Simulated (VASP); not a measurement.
A convergence study with VASP on WS2 (2H layered): one setting is varied, all else stays as given below, so the limit is that of these other settings. Each run relaxes cell and ions from the cell shown.

```
WS2
1.0
    1.57500    -2.72798     0.00000
    1.57500     2.72798     0.00000
    0.00000     0.00000    12.32000
W S
2 4
Direct
  0.33333   0.66667   0.25000
  0.66667   0.33333   0.75000
  0.33333   0.66667   0.87800
  0.66667   0.33333   0.37800
  0.66667   0.33333   0.12200
  0.33333   0.66667   0.62200
```

Method: LDA (Ceperley-Alder, Perdew-Zunger), VASP's LDA PAW potentials (set 64) (plane waves; VASP). The tightest run used: 550 eV cut-off, 12×12×3 Γ-centred mesh, Gaussian smearing of 0.050 eV, potentials W_sv S.

```csv
setting,relaxed volume (Å³/atom),E (eV/atom),irreducible k-points
2×2×1 mesh,18.261,-8.4100,2
3×3×1 mesh,17.991,-8.7346,3
4×4×1 mesh,17.451,-8.7676,4
5×5×1 mesh,17.434,-8.7484,5
6×6×1 mesh,17.419,-8.7479,7
```

Task: These are the cheaper rows. Estimate the results at 12×12×3 mesh, and how far the last row shown lies from them.

Result: 
| quantity | tightest run | last row shown is off by |
|---|---|---|
| relaxed volume (Å³/atom) | 17.186 | 0.233 |
| E (eV/atom) | -8.7547 | 0.0068 |

Left out are rungs that failed or repeat a setting and relaxations that didn't move; long series are thinned to 24 rows.

The compound is WS2 in the 2H layered structure.
